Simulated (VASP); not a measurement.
Output of a VASP run:

### OSZICAR
```
       N       E                     dE             d eps       ncg     rms          rms(c)
DAV:   1     0.483402348647E+02    0.48340E+02   -0.62074E+03   864   0.113E+03
DAV:   2    -0.322213100994E+02   -0.80562E+02   -0.75248E+02   864   0.242E+02
DAV:   3    -0.356809681765E+02   -0.34597E+01   -0.34139E+01  1056   0.593E+01
DAV:   4    -0.357546524870E+02   -0.73684E-01   -0.73575E-01  1008   0.841E+00
DAV:   5    -0.357571324937E+02   -0.24800E-02   -0.24795E-02  1116   0.160E+00    0.161E+01
DAV:   6    -0.369774980240E+02   -0.12204E+01   -0.44776E+01   988   0.150E+02    0.181E+01
DAV:   7    -0.319681874810E+02    0.50093E+01   -0.16004E+01  1060   0.107E+02    0.456E+00
DAV:   8    -0.320306839605E+02   -0.62496E-01   -0.14699E+00  1276   0.163E+01    0.335E+00
DAV:   9    -0.319964529272E+02    0.34231E-01   -0.33571E-01  1044   0.133E+01    0.640E-01
DAV:  10    -0.320026593557E+02   -0.62064E-02   -0.12198E-02   972   0.107E+00    0.499E-01
DAV:  11    -0.320005690793E+02    0.20903E-02   -0.66741E-03  1104   0.170E+00    0.792E-02
DAV:  12    -0.320014249482E+02   -0.85587E-03   -0.16669E-03  1016   0.640E-01    0.451E-02
DAV:  13    -0.320016493763E+02   -0.22443E-03   -0.24297E-04  1008   0.233E-01    0.174E-02
DAV:  14    -0.320016353837E+02    0.13993E-04   -0.26769E-05  1036   0.847E-02    0.539E-03
DAV:  15    -0.320016511697E+02   -0.15786E-04   -0.25153E-06   788   0.213E-02    0.419E-03
DAV:  16    -0.320016448004E+02    0.63693E-05   -0.91849E-07   468   0.204E-02    0.764E-04
DAV:  17    -0.320016465989E+02   -0.17985E-05   -0.26082E-07   452   0.110E-02    0.919E-04
DAV:  18    -0.320016456695E+02    0.92938E-06   -0.12601E-07   468   0.677E-03
   1 F= -.32001646E+02 E0= -.32001417E+02  d E =-.320016E+02
```

OUTCAR:
```
------------------------ aborting loop because EDIFF is reached ----------------------------------------
  FORCE on cell =-STRESS in cart. coord.  units (eV):
  Direction    XX          YY          ZZ          XY          YZ          ZX
  --------------------------------------------------------------------------------------
  Total        0.0280310      0.0280310      0.0280310     -0.0000000      0.0000000      0.0000000
  in kB        1.1987313      1.1987313      1.1987313     -0.0000000      0.0000000      0.0000000
  external PRESSURE =       1.1987313 kB  Pullay stress =       0.0000000 kB
  volume of cell :       37.47
      direct lattice vectors                 reciprocal lattice vectors
     0.000000000  2.655824343  2.655824343    -0.188265463  0.188265463  0.188265463
     2.655824343  0.000000000  2.655824343     0.188265463 -0.188265463  0.188265463
     2.655824343  2.655824343  0.000000000     0.188265463  0.188265463 -0.188265463
 POSITION                                       TOTAL-FORCE (eV/Angst)
 -----------------------------------------------------------------------------------
      0.00000      0.00000      0.00000         0.000000      0.000000      0.000000
      1.32791      1.32791      1.32791        -0.000000     -0.000000     -0.000000
      3.98374      3.98374      3.98374         0.000000      0.000000      0.000000
 -----------------------------------------------------------------------------------
    total drift:                               -0.000000      0.000000      0.000000
  FREE ENERGIE OF THE ION-ELECTRON SYSTEM (eV)
  ---------------------------------------------------
  free  energy   TOTEN  =       -32.0016456695 eV

  energy  without entropy=      -32.0009594892  energy(sigma->0) =      -32.00141694

 reached required accuracy - stopping structural energy minimisation
```
(Selected blocks of OUTCAR.)

File POSCAR:
```
CoSi2
1
    0.0000000000     2.6558243431     2.6558243431
    2.6558243431    -0.0000000000     2.6558243431
    2.6558243431     2.6558243431     0.0000000000
Co Si
1 2
Direct
  0.0000000000   0.0000000000   0.0000000000
  0.2500000000   0.2500000000   0.2500000000
  0.7500000000   0.7500000000   0.7500000000
```

Task: Write an INCAR and KPOINTS that could have produced this output.

Result: This is not unique; one that fits is the input of the run itself, r2SCAN meta-GGA, plane waves, VASP's PBE PAW potentials (set 64).

INCAR:
```
SYSTEM = CoSi2
ISMEAR = 1   # Methfessel-Paxton
LMAXMIX = 4   # l cut-off of mixed one-centre charges
ALGO = Normal   # blocked Davidson
LWAVE = F
LMIXTAU = T
LCHARG = F
NELM = 100
NSW = 60   # most ionic steps
PREC = Accurate
METAGGA = R2SCAN
LASPH = T
EDIFF = 1E-6   # SCF stop (eV)
ISIF = 3   # ions, shape and volume
LREAL = F
EDIFFG = -0.02   # ionic stop
ENCUT = 400   # plane-wave cut-off (eV)
SIGMA = 0.1
IBRION = 2   # conjugate gradients
```

### KPOINTS
```
Automatic mesh
0
Gamma
9 9 9
0 0 0
```

POTCAR, in this order: Co Si (PBE.64 set). Program: vasp_std.

The compound is CoSi2 in the fluorite structure. It was relaxed first. The start is the result of an earlier pass. The run is not spin-polarised, so no magnetic state was tried. The electron count is odd and the run is not spin-polarised, which forces a metal.
